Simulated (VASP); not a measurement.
A cell of PbTe (rock salt) near equilibrium:

```xyz
2
Lattice="0.0000 3.2819 3.2819 3.2819 0.0000 3.2819 3.2819 3.2819 0.0000" Properties=species:S:1:pos:R:3 pbc="T T T"
Te     3.2819     3.2819     3.2819
Pb     0.0000     0.0000     0.0000
```

Method: PBE GGA, VASP's PBE PAW potentials (set 64) (plane waves; VASP).

Unless said otherwise, spin-orbit coupling is left out, though it shifts the bands of the heavy elements here.

```tsv
run	ΔE (meV/atom)	σxx	σyy	σzz	largest shear component, with its sign (GPa)	gap (eV)
as it is	0.0	0.08	0.08	0.08	0.00	0.83
after one change	40.9	4.48	4.48	4.48	0.00	0.63
```
Stress is in GPa, positive when the cell is compressed; gaps are those on the k-mesh, and 0.00 means metallic.

**Question.** What was changed between the two runs?
(A) isotropic strain of -3.0 %
(B) uniaxial strain of +2.0 % along z
(C) shear strain γ_xz = +4.0 %
(D) uniaxial strain of -0.5 % along x

**Answer.** A, isotropic strain of -3.0 %

The compound is PbTe in the rock salt structure.
